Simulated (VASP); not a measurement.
Output of a VASP run:

File OSZICAR:
```
       N       E                     dE             d eps       ncg     rms          rms(c)
DAV:   1     0.226665551747E+03    0.22667E+03   -0.13977E+04  2688   0.181E+03
DAV:   2    -0.162440677255E+02   -0.24291E+03   -0.24094E+03  2848   0.499E+02
DAV:   3    -0.243995876800E+02   -0.81555E+01   -0.81217E+01  3448   0.105E+02
DAV:   4    -0.245246088887E+02   -0.12502E+00   -0.12494E+00  3424   0.125E+01
DAV:   5    -0.245270922244E+02   -0.24833E-02   -0.24833E-02  3696   0.136E+00    0.170E+01
DAV:   6    -0.213318803581E+02    0.31952E+01   -0.17467E+01  2800   0.516E+01    0.197E+00
DAV:   7    -0.212795034651E+02    0.52377E-01   -0.17812E-01  2848   0.494E+00    0.115E+00
DAV:   8    -0.212493039549E+02    0.30200E-01   -0.26618E-02  3328   0.246E+00    0.144E-01
DAV:   9    -0.212491656547E+02    0.13830E-03   -0.21630E-03  3304   0.511E-01    0.784E-02
DAV:  10    -0.212492254197E+02   -0.59765E-04   -0.14938E-04  3792   0.128E-01    0.413E-02
DAV:  11    -0.212491983639E+02    0.27056E-04   -0.16700E-04  2816   0.163E-01    0.778E-03
DAV:  12    -0.212491986460E+02   -0.28204E-06   -0.15377E-06  2088   0.142E-02
   1 F= -.20583036E+02 E0= -.20583086E+02  d E =-.205830E+02
```

File OUTCAR:
```
------------------------ aborting loop because EDIFF is reached ----------------------------------------
  FORCE on cell =-STRESS in cart. coord.  units (eV):
  Direction    XX          YY          ZZ          XY          YZ          ZX
  --------------------------------------------------------------------------------------
  Total        0.6266576      0.6266576      0.6266576     -0.0000000     -0.0000000      0.0000000
  in kB       47.0348988     47.0348988     47.0348988     -0.0000000     -0.0000000      0.0000000
  external PRESSURE =      -2.9651012 kB  Pullay stress =      50.0000000 kB
  volume of cell :       21.35
      direct lattice vectors                 reciprocal lattice vectors
     2.774002787  0.000000000  0.000000000     0.360489905  0.000000000  0.000000000
     0.000000000  2.774002787  0.000000000     0.000000000  0.360489905  0.000000000
     0.000000000  0.000000000  2.774002787     0.000000000  0.000000000  0.360489905
 POSITION                                       TOTAL-FORCE (eV/Angst)
 -----------------------------------------------------------------------------------
      0.00000      0.00000      0.00000        -0.000000     -0.000000     -0.000000
      1.38700      1.38700      1.38700         0.000000      0.000000      0.000000
 -----------------------------------------------------------------------------------
    total drift:                               -0.000000      0.000000      0.000000
  FREE ENERGIE OF THE ION-ELECTRON SYSTEM (eV)
  ---------------------------------------------------
  free  energy   TOTEN  =       -21.2491986460 eV

  energy  without entropy=      -21.2493481683  energy(sigma->0) =      -21.24924849
  enthalpy is  TOTEN    =       -20.5830362692 eV   P V=        0.6661623768

 reached required accuracy - stopping structural energy minimisation
```
(Selected blocks of OUTCAR.)

POSCAR:
```
Cr
1
    2.7740027870    -0.0000000000     0.0000000000
    0.0000000000     2.7740027870    -0.0000000000
   -0.0000000000    -0.0000000000     2.7740027870
Cr
2
Direct
  0.0000000000   0.0000000000   0.0000000000
  0.5000000000   0.5000000000   0.5000000000
```

### Question
Write an INCAR and KPOINTS that could have produced this output.

### Answer
Several could match; the one computed here: the input of the run itself, LDA (Ceperley-Alder, Perdew-Zunger), plane waves, VASP's LDA PAW potentials (set 64).

INCAR:
```
SYSTEM  =  Cr
PREC  =  Accurate; ENCUT  =  500; LREAL  =  F
LASPH  =  T
EDIFF  =  1E-6; NELM  =  100; ALGO  =  Normal
LMAXMIX  =  4
ISMEAR  =  1; SIGMA  =  0.1
IBRION  =  2; NSW  =  40; ISIF  =  3
EDIFFG  =  -0.02; PSTRESS  =  50
LWAVE  =  F; LCHARG  =  F
```

### KPOINTS
```
Regular mesh
0
gamma
  13 13 13
```

POTCAR, in this order: Cr_pv (LDA.64 set). Program: vasp_std.

The compound is Cr in the bcc, AFM order structure. It was relaxed first under an external pressure of 5 GPa. The run is not spin-polarised, so no magnetic state was tried.
